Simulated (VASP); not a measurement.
# A VASP study of BaMnO3 (PBEsol + U): structure first, properties next, part 6 of 7

What structure and properties does PBEsol + U give BaMnO3, and how near are they to the measured ones? The start is a computed cell from the Materials Project.

VASP 6.6.1; PBEsol, DFT+U (Mn d 3 eV), spin-polarised from a ferromagnetic start; plane waves and PAW (Ba_sv, Mn_pv, O).

Still holding for the runs below: The magnetic state follows from one typed start and may not be the lowest.

So far, gap on the k-mesh (eV): step 2 (full relaxation (PBEsol + U)) 1.45; step 5 (density of states (PBEsol + U)) 1.45. The relaxed cell has a = 5.690, c = 4.906 Å (conventional setting).

### 6. Vibrations at Γ (PBEsol + U)

Zone-centre modes test whether the atoms sit at a minimum within this cell. IBRION = 6 takes the force constants from differences of forces between displaced cells, so the forces must be tight.

INCAR reads:

```
SYSTEM = BaMnO3
PREC = Accurate
ENCUT = 520
EDIFF = 1E-08
NELM = 100
ISMEAR = 0
SIGMA = 0.05
LREAL = .FALSE.
ALGO = Normal
GGA = PS
NBANDS = 60
ISPIN = 2
MAGMOM = 0.004 0.004 2.948 2.948 -0.01 -0.01 -0.01 -0.01 -0.01 -0.01
LDAU = .TRUE.
LDAUTYPE = 2
LDAUL = -1 2 -1
LDAUU = 0 3 0
LDAUJ = 0 0 0
LDAUPRINT = 1
LASPH = .TRUE.
LMAXMIX = 4
LORBIT = 11
LWAVE = .FALSE.
LCHARG = .FALSE.
KPAR = 8
IBRION = 6
NFREE = 2
POTIM = 0.015
ISIF = 2
NSW = 1
```

POSCAR reads:

```
BaMnO3
1.0
    5.6901590181      0.0000000000      0.0000000000
   -2.8450795090      4.9278222612      0.0000000000
    0.0000000000      0.0000000000      4.9062123212
Ba Mn O
2 2 6
Direct
    0.6666666700      0.3333333300      0.7585902999
    0.3333333300      0.6666666700      0.2585902899
    0.0000000000      0.0000000000      0.4606617244
    0.0000000000      0.0000000000      0.9606617244
    0.1485262014      0.8514737986      0.7089546786
    0.1485261914      0.2970523927      0.7089546786
    0.7029476073      0.8514737986      0.7089546786
    0.8514737986      0.1485261914      0.2089546786
    0.8514737986      0.7029476073      0.2089546786
    0.2970523927      0.1485262014      0.2089546786
```

KPOINTS reads:

```
Automatic mesh
0
Gamma
5 5 5
0 0 0
```

Potentials, in the order of the species: Ba_sv, Mn_pv and O (PBE family, release 64).

Launch:

```bash
mpirun -np 8 vasp_std
```

Log:

```text
[... set-up lines as in an earlier step ...]
 entering main loop
       N       E                     dE             d eps       ncg     rms          rms(c)
DAV:   1     0.891543520195E+03    0.89154E+03   -0.40986E+04  3656   0.145E+03
DAV:   2     0.664543879483E+00   -0.89088E+03   -0.81977E+03  3832   0.405E+02
DAV:   3    -0.877433332530E+02   -0.88408E+02   -0.86628E+02  4168   0.141E+02
DAV:   4    -0.908746840256E+02   -0.31314E+01   -0.31122E+01  4688   0.230E+01
DAV:   5    -0.909600686701E+02   -0.85385E-01   -0.85295E-01  4732   0.344E+00    0.458E+01
DAV:   6    -0.882265551311E+02    0.27335E+01   -0.11711E+02  4200   0.819E+01    0.640E+01
DAV:   7    -0.746131990407E+02    0.13613E+02   -0.73677E+01  4044   0.851E+01    0.190E+01
DAV:   8    -0.730611168360E+02    0.15521E+01   -0.76841E+00  4080   0.171E+01    0.106E+01
DAV:   9    -0.735639916031E+02   -0.50287E+00   -0.14613E+00  4752   0.885E+00    0.553E+00
DAV:  10    -0.736770089083E+02   -0.11302E+00   -0.44608E-01  4324   0.425E+00    0.315E+00
DAV:  11    -0.736848219593E+02   -0.78131E-02   -0.17220E-01  4020   0.254E+00    0.146E+00
DAV:  12    -0.736866144141E+02   -0.17925E-02   -0.15417E-02  4348   0.895E-01    0.419E-01
DAV:  13    -0.736883914183E+02   -0.17770E-02   -0.24980E-03  4156   0.317E-01    0.180E-01
DAV:  14    -0.736885008450E+02   -0.10943E-03   -0.69981E-04  4208   0.221E-01    0.933E-02
DAV:  15    -0.736886349603E+02   -0.13412E-03   -0.14818E-04  4212   0.702E-02    0.309E-02
DAV:  16    -0.736886442325E+02   -0.92722E-05   -0.16379E-05  3964   0.250E-02    0.214E-02
DAV:  17    -0.736886458875E+02   -0.16550E-05   -0.43860E-06  4312   0.175E-02    0.756E-03
DAV:  18    -0.736886459155E+02   -0.27971E-07   -0.73773E-07  4244   0.525E-03    0.303E-03
DAV:  19    -0.736886458460E+02    0.69535E-07   -0.13233E-07  3920   0.227E-03    0.120E-03
DAV:  20    -0.736886458169E+02    0.29118E-07   -0.27594E-08  3604   0.102E-03    0.477E-04
DAV:  21    -0.736886458058E+02    0.11045E-07   -0.49405E-09  1988   0.350E-04    0.281E-04
DAV:  22    -0.736886458092E+02   -0.33342E-08   -0.10419E-09  1944   0.262E-04
   1 F= -.73688646E+02 E0= -.73688646E+02  d E =-.453469E-18  mag=     6.0000
 Found     6 degrees of freedom:
 Finite differences POTIM= 0.01500 DOF=   6
 bond charge predicted
       N       E                     dE             d eps       ncg     rms          rms(c)
DAV:   1    -0.736871681700E+02    0.14776E-02   -0.15138E-01 15120   0.122E+00    0.150E-01
DAV:   2    -0.736880299304E+02   -0.86176E-03   -0.10997E-02 16912   0.295E-01    0.596E-02
DAV:   3    -0.736880278087E+02    0.21216E-05   -0.10478E-04 17160   0.350E-02    0.354E-02
DAV:   4    -0.736880276723E+02    0.13643E-06   -0.16609E-05 16536   0.205E-02    0.140E-02
DAV:   5    -0.736880279153E+02   -0.24306E-06   -0.23173E-06 17612   0.113E-02    0.567E-03
DAV:   6    -0.736880280516E+02   -0.13630E-06   -0.69573E-07 17440   0.595E-03    0.309E-03
DAV:   7    -0.736880280420E+02    0.96279E-08   -0.11005E-07 18316   0.400E-03    0.151E-03
DAV:   8    -0.736880280352E+02    0.67812E-08   -0.44258E-08 16636   0.187E-03
   2 F= -.73688028E+02 E0= -.73688028E+02  d E =-.242060E-18  mag=     6.0000
[... from here on, the cycles between the ionic steps are left out ...]
   3 F= -.73688028E+02 E0= -.73688028E+02  d E =-.242119E-18  mag=     6.0000
   4 F= -.73688444E+02 E0= -.73688444E+02  d E =-.138723E-17  mag=     6.0000
   5 F= -.73688450E+02 E0= -.73688450E+02  d E =-.140403E-18  mag=     6.0000
   6 F= -.73686199E+02 E0= -.73686199E+02  d E =-.500653E-18  mag=     6.0000
   7 F= -.73686199E+02 E0= -.73686199E+02  d E =-.499834E-18  mag=     6.0000
   8 F= -.73683833E+02 E0= -.73683833E+02  d E =-.796758E-18  mag=     6.0000
   9 F= -.73684052E+02 E0= -.73684052E+02  d E =-.308809E-18  mag=     6.0000
  10 F= -.73687050E+02 E0= -.73687050E+02  d E =-.683491E-19  mag=     6.0000
  11 F= -.73687083E+02 E0= -.73687083E+02  d E =-.437214E-17  mag=     6.0000
  12 F= -.73687609E+02 E0= -.73687609E+02  d E =-.210072E-18  mag=     6.0000
 Finite differences progress:
  Degree of freedom:   6/  6
  Displacement:        1/  2
  Total:              11/ 12
 bond charge predicted
       N       E                     dE             d eps       ncg     rms          rms(c)
DAV:   1    -0.736849090308E+02    0.26998E-02   -0.34537E+00  9368   0.685E+00    0.433E-01
DAV:   2    -0.736881720544E+02   -0.32630E-02   -0.42816E-02 10328   0.135E+00    0.407E-01
DAV:   3    -0.736877679044E+02    0.40415E-03   -0.18817E-03 10644   0.583E-01    0.240E-01
DAV:   4    -0.736875288627E+02    0.23904E-03   -0.79054E-04 10600   0.138E-01    0.787E-02
DAV:   5    -0.736875387110E+02   -0.98483E-05   -0.18138E-04 11312   0.148E-01    0.264E-02
DAV:   6    -0.736875359087E+02    0.28023E-05   -0.32565E-05 10144   0.594E-02    0.184E-02
DAV:   7    -0.736875345764E+02    0.13323E-05   -0.81952E-06 10576   0.240E-02    0.104E-02
DAV:   8    -0.736875346986E+02   -0.12215E-06   -0.21922E-06 10216   0.117E-02    0.432E-03
DAV:   9    -0.736875346971E+02    0.14679E-08   -0.24531E-07 10336   0.458E-03    0.102E-03
DAV:  10    -0.736875346988E+02   -0.17317E-08   -0.29479E-08  9104   0.113E-03
  13 F= -.73687535E+02 E0= -.73687535E+02  d E =-.708136E-18  mag=     6.0000
 Finite differences progress:
  Degree of freedom:   6/  6
  Displacement:        2/  2
  Total:              12/ 12
```

It took 12 min on 8 MPI ranks of AMD EPYC 9R45, shared host; peak memory 10 GiB.

OUTCAR, selected parts (step 6):

```text
   k-points           NKPTS =     15   k-points in BZ     NKDIM =     15   number of bands    NBANDS=     60

   NELECT =      82.0000    total number of electrons

atom =   3  type =  2  l = 2

 onsite density matrix

spin component  1

  0.8334  0.0000 -0.0003  0.1963  0.0003
  0.0000  0.6490 -0.0004 -0.0004  0.1963
 -0.0003 -0.0004  0.9717  0.0007  0.0002
  0.1963 -0.0004  0.0007  0.6495  0.0000
  0.0003  0.1963  0.0002  0.0000  0.8338

spin component  2

  0.1740  0.0007  0.0005 -0.1130 -0.0001
  0.0007  0.2794  0.0001 -0.0005 -0.1122
  0.0005  0.0001  0.1347 -0.0002 -0.0003
 -0.1130 -0.0005 -0.0002  0.2799  0.0007
 -0.0001 -0.1122 -0.0003  0.0007  0.1739

 occupancies and eigenvectors

  o =  0.1019  v =  0.0000  0.0000  0.0000  0.0000  0.0000 -0.7308  0.2683  0.0106 -0.4647  0.4219      0.0000  0.0000  0.0000  0.0000  0.0000  0.0000  0.0000  0.0000  0.0000  0.0000
  o =  0.1029  v =  0.0000  0.0000  0.0000  0.0000  0.0000 -0.4222 -0.4640 -0.0000 -0.2679 -0.7313      0.0000  0.0000  0.0000  0.0000  0.0000  0.0000  0.0000  0.0000  0.0000  0.0000
  o =  0.1347  v =  0.0000  0.0000  0.0000  0.0000  0.0000 -0.0068  0.0038 -0.9999 -0.0065  0.0039      0.0000  0.0000  0.0000  0.0000  0.0000  0.0000  0.0000  0.0000  0.0000  0.0000
  o =  0.3500  v =  0.0000  0.0000  0.0000  0.0000  0.0000  0.2679 -0.7313 -0.0000 -0.4222  0.4640      0.0000  0.0000  0.0000  0.0000  0.0000  0.0000  0.0000  0.0000  0.0000  0.0000
  o =  0.3523  v =  0.0000  0.0000  0.0000  0.0000  0.0000 -0.4647 -0.4219 -0.0022  0.7308  0.2683      0.0000  0.0000  0.0000  0.0000  0.0000  0.0000  0.0000  0.0000  0.0000  0.0000
  o =  0.5244  v =  0.2677 -0.7314 -0.0000 -0.4223  0.4637  0.0000  0.0000  0.0000  0.0000  0.0000      0.0000  0.0000  0.0000  0.0000  0.0000  0.0000  0.0000  0.0000  0.0000  0.0000
  o =  0.5248  v = -0.4650 -0.4218 -0.0020  0.7306  0.2684  0.0000  0.0000  0.0000  0.0000  0.0000      0.0000  0.0000  0.0000  0.0000  0.0000  0.0000  0.0000  0.0000  0.0000  0.0000
  o =  0.9581  v = -0.7306  0.2684  0.0087 -0.4649  0.4218  0.0000  0.0000  0.0000  0.0000  0.0000      0.0000  0.0000  0.0000  0.0000  0.0000  0.0000  0.0000  0.0000  0.0000  0.0000
  o =  0.9585  v = -0.4223 -0.4637 -0.0000 -0.2677 -0.7314  0.0000  0.0000  0.0000  0.0000  0.0000      0.0000  0.0000  0.0000  0.0000  0.0000  0.0000  0.0000  0.0000  0.0000  0.0000
  o =  0.9717  v = -0.0055  0.0032 -1.0000 -0.0055  0.0032  0.0000  0.0000  0.0000  0.0000  0.0000      0.0000  0.0000  0.0000  0.0000  0.0000  0.0000  0.0000  0.0000  0.0000  0.0000

atom =   4  type =  2  l = 2

 onsite density matrix

spin component  1

  0.8346  0.0000  0.0003 -0.1956 -0.0003
  0.0000  0.6493 -0.0003  0.0003 -0.1956
  0.0003 -0.0003  0.9715  0.0006 -0.0001
 -0.1956  0.0003  0.0006  0.6489  0.0000
 -0.0003 -0.1956 -0.0001  0.0000  0.8342

spin component  2

  0.1726  0.0007 -0.0003  0.1117  0.0000
  0.0007  0.2787  0.0001  0.0005  0.1124
 -0.0003  0.0001  0.1342 -0.0001  0.0002
  0.1117  0.0005 -0.0001  0.2781  0.0007
  0.0000  0.1124  0.0002  0.0007  0.1727

 occupancies and eigenvectors

  o =  0.1011  v =  0.0000  0.0000  0.0000  0.0000  0.0000  0.4222 -0.4639  0.0000 -0.2678  0.7313      0.0000  0.0000  0.0000  0.0000  0.0000  0.0000  0.0000  0.0000  0.0000  0.0000
  o =  0.1021  v =  0.0000  0.0000  0.0000  0.0000  0.0000 -0.7316 -0.2675 -0.0086  0.4633  0.4224      0.0000  0.0000  0.0000  0.0000  0.0000  0.0000  0.0000  0.0000  0.0000  0.0000
  o =  0.1342  v =  0.0000  0.0000  0.0000  0.0000  0.0000  0.0056  0.0029 -1.0000 -0.0050 -0.0032      0.0000  0.0000  0.0000  0.0000  0.0000  0.0000  0.0000  0.0000  0.0000  0.0000
  o =  0.3483  v =  0.0000  0.0000  0.0000  0.0000  0.0000 -0.4634  0.4224  0.0015 -0.7316  0.2675      0.0000  0.0000  0.0000  0.0000  0.0000  0.0000  0.0000  0.0000  0.0000  0.0000
  o =  0.3505  v =  0.0000  0.0000  0.0000  0.0000  0.0000  0.2678  0.7313 -0.0000  0.4222  0.4639      0.0000  0.0000  0.0000  0.0000  0.0000  0.0000  0.0000  0.0000  0.0000  0.0000
[...]
0.000000  0.000000  4.713210    -0.014551   -0.006227    0.000000
     -1.577373  4.195912  3.478282    -0.199541    0.302310   -0.004408
     -0.000000  1.463821  3.478282     0.186121   -0.212611   -0.002893
      1.577373  4.195912  3.478282    -0.452645   -0.289144    0.007300
      4.422452  0.731911  1.025176     0.199541   -0.302310   -0.004408
      2.845079  3.464001  1.025176    -0.186121    0.212611   -0.002893
      1.267706  0.731911  1.025176     0.452645    0.289144    0.007300

   7 f  =   15.534358 THz    97.605252 2PiTHz  518.170418 cm-1    64.244915 meV
             X         Y         Z           dx          dy          dz
      2.845080  1.642607  3.721805     0.004393   -0.010266    0.000000
     -0.000000  3.285215  1.268699    -0.004393    0.010266    0.000000
      0.000000  0.000000  2.260104     0.006227   -0.014551   -0.000000
      0.000000  0.000000  4.713210    -0.006227    0.014551   -0.000000
     -1.577373  4.195912  3.478282    -0.435273    0.111169   -0.005885
     -0.000000  1.463821  3.478282     0.079648    0.496831    0.006760
      1.577373  4.195912  3.478282     0.156180   -0.141935   -0.000875
      4.422452  0.731911  1.025176     0.435273   -0.111169   -0.005885
      2.845079  3.464001  1.025176    -0.079648   -0.496831    0.006760
      1.267706  0.731911  1.025176    -0.156180    0.141935   -0.000875

   8 f  =   15.321842 THz    96.269970 2PiTHz  511.081623 cm-1    63.366017 meV
             X         Y         Z           dx          dy          dz
      2.845080  1.642607  3.721805     0.000000    0.000000   -0.013304
     -0.000000  3.285215  1.268699     0.000000    0.000000    0.013304
      0.000000  0.000000  2.260104    -0.000000   -0.000000    0.485060
      0.000000  0.000000  4.713210    -0.000000   -0.000000   -0.485060
     -1.577373  4.195912  3.478282     0.252389   -0.145717    0.056974
     -0.000000  1.463821  3.478282     0.000000    0.291434    0.056974
      1.577373  4.195912  3.478282    -0.252389   -0.145717    0.056974
      4.422452  0.731911  1.025176     0.252389   -0.145717   -0.056974
      2.845079  3.464001  1.025176     0.000000    0.291434   -0.056974
      1.267706  0.731911  1.025176    -0.252389   -0.145717   -0.056974

   9 f  =   12.099325 THz    76.022304 2PiTHz  403.590056 cm-1    50.038767 meV
             X         Y         Z           dx          dy          dz
      2.845080  1.642607  3.721805    -0.000383   -0.000164   -0.000000
     -0.000000  3.285215  1.268699    -0.000383   -0.000164    0.000000
      0.000000  0.000000  2.260104     0.168783    0.072230    0.000000
      0.000000  0.000000  4.713210     0.168783    0.072230   -0.000000
     -1.577373  4.195912  3.478282    -0.069866   -0.322402   -0.214979
     -0.000000  1.463821  3.478282    -0.360829    0.066087   -0.141092
      1.577373  4.195912  3.478282     0.121093    0.123823    0.356071
      4.422452  0.731911  1.025176    -0.069866   -0.322402    0.214979
      2.845079  3.464001  1.025176    -0.360829    0.066087    0.141092
      1.267706  0.731911  1.025176     0.121093    0.123823   -0.356071
    [... 270 further lines ...]
      4.422452  0.731911  1.025176     0.146944    0.108980    0.000009
      2.845079  3.464001  1.025176     0.147155    0.108494    0.000013
      1.267706  0.731911  1.025176     0.146629    0.108554   -0.000022

 ELASTIC MODULI CONTR FROM IONIC RELAXATION (kBar)
 Direction    XX          YY          ZZ          XY          YZ          ZX
 --------------------------------------------------------------------------------
 XX       -1030.8757   -240.1310   -645.2492     -0.0000      0.0000      0.0000
 YY        -240.1310  -1030.8757   -645.2492     -0.0000      0.0000      0.0000
 ZZ        -645.2492   -645.2492  -1004.2070     -0.0000      0.0000      0.0000
 XY          -0.0000     -0.0000     -0.0000   -395.3723      0.0000     -0.0000
 YZ           0.0000      0.0000      0.0000      0.0000   -764.3805     -0.0000
 ZX           0.0000      0.0000      0.0000     -0.0000     -0.0000   -764.3762
 --------------------------------------------------------------------------------

 magnetization (x)
# of ion       s       p       d       tot
------------------------------------------
    1        0.001  -0.000   0.004   0.004
    2        0.001  -0.000   0.004   0.004
    3        0.018   0.033   2.897   2.947
    4        0.018   0.033   2.897   2.947
    5        0.001  -0.011   0.000  -0.010
    6        0.001  -0.011   0.000  -0.010
    7        0.001  -0.011   0.000  -0.010
    8        0.001  -0.011   0.000  -0.010
    9        0.001  -0.011   0.000  -0.010
   10        0.001  -0.011   0.000  -0.010
--------------------------------------------------
tot          0.044  -0.002   5.800   5.843

[... 8 parts as in an earlier step ...]

[... 13 further parts left out ...]
[key lines of the parts left out:]
E-fermi :   3.0957
```

CONTCAR:

```
BaMnO3
   1.00000000000000
     5.6901590181000001    0.0000000000000000    0.0000000000000000
    -2.8450795090000001    4.9278222612000002    0.0000000000000000
     0.0000000000000000    0.0000000000000000    4.9062123211999999
  Ba              Mn              O
     2     2     6
Direct
     0.6666666699999979    0.3333333300000021    0.7585902998999998
     0.3333333300000021    0.6666666699999979    0.2585902898999990
     0.0000000000000000    0.0000000000000000    0.4606617243999978
     0.0000000000000000    0.0000000000000000    0.9606617243999978
     0.1485262014000028    0.8514737985999971    0.7058973302795497
     0.1485261914000020    0.2970523927000031    0.7089546786000014
     0.7029476072999969    0.8514737985999972    0.7089546786000014
     0.8514737985999972    0.1485261914000020    0.2089546786000014
     0.8514737985999972    0.7029476072999969    0.2089546786000014
     0.2970523927000031    0.1485262014000028    0.2089546786000014
```

The last energy, forces, stress and levels in OUTCAR belong to the last displaced cell, not to the cell of POSCAR.

This step gave:

| Item | Value |
| --- | --- |
| bands | 60 |
| irreducible k-points | 15 |
| pressure of the cell | -0.008312 GPa |
| largest force of the cell | 0.007348 eV/Å |

Transverse limit, no LO-TO splitting. The modes at Γ (shares of kinetic energy by element, %):

```
mode  frequency (cm⁻¹)  symmetry  Ba %  Mn %  O %
   1              -0.5  acoustic    57    23   20
   2              -0.5  acoustic    57    23   20
   3              -0.2  acoustic    57    23   20
   4              51.8        A1    43    30   27
   5              75.3         B   100     0    0
   6             113.9        E2   100     0    0
   7             113.9        E2   100     0    0
   8             137.2        A2     0     0  100
   9             137.8        E1    43    27   30
  10             137.8        E1    43    27   30
  11             244.7        E2     0    94    6
  12             244.7        E2     0    94    6
  13             257.0         B     0     0  100
  14             327.4        E2     0     0   99
  15             327.4        E2     0     0   99
  16             357.4        A1     0    47   53
  17             393.1        E1     0     5   95
  18             393.1        E1     0     5   95
  19             395.8        E2     0     6   94
  20             395.8        E2     0     6   94
  21             403.6        E1     0     7   93
  22             403.6        E1     0     7   93
  23             511.1         B     0    47   53
  24             518.2        E2     0     0  100
  25             518.2        E2     0     0  100
  26             536.0         B     0     0  100
  27             574.0        E1     0    38   61
  28             574.0        E1     0    38   61
  29             650.1        A1     0     0  100
  30             661.3         B     0    52   48
```

Displacements in mode 4 (51.8 cm⁻¹), the largest set to 1:
```
Ba1  0.00  0.00 -0.75
Ba2  0.00  0.00 -0.75
Mn3  0.00  0.00  1.00
Mn4  0.00  0.00  1.00
O5   0.03 -0.02  1.00
O6   0.00  0.03  1.00
O7  -0.03 -0.02  1.00
O8  -0.03  0.02  1.00
O9   0.00 -0.03  1.00
O10  0.03  0.02  1.00
```

Displacements in mode 22 (403.6 cm⁻¹), the largest set to 1:
```
Ba1  0.00  0.00  0.00
Ba2  0.00  0.00  0.00
Mn3  0.25  0.11  0.00
Mn4  0.25  0.11  0.00
O5  -0.19 -0.89 -0.60
O6  -1.00  0.18 -0.39
O7   0.34  0.34  0.99
O8  -0.19 -0.89  0.60
O9  -1.00  0.18  0.39
O10  0.34  0.34 -0.99
```

The three acoustic modes lie within 0.5 cm⁻¹ of zero, and all others are real. By the characters of their eigenvectors the optical modes sort into (cm⁻¹) Raman active: A1 52, E2 114, E1 138, E2 245, E2 327, A1 357, E1 393, E2 396, E1 404, E2 518 and more; infrared active: A1 52, E1 138, A1 357, E1 393, E1 404, E1 574, A1 650; silent: B 75, A2 137, B 257, B 511, B 536, B 661. B labels carry no number here, since it depends on the setting of the axes.

(Continued in part 7 of 7.)

[Lines on the potential files, build, host, timing and source positions are cut from VASP's logs without a mark.]

[Logs are printed without paths, hosts, clocks, repeated set-up lines and the standing remarks that a program may print on its own settings, such as how far it seeks lower states.]

[Hosts, paths, dates, database ids (printed as entryN), source tags and the programs' standing remarks are cut or masked in the printed files.]

[A measured line is paired with the nearest computed mode of its activity, which favours agreement.]
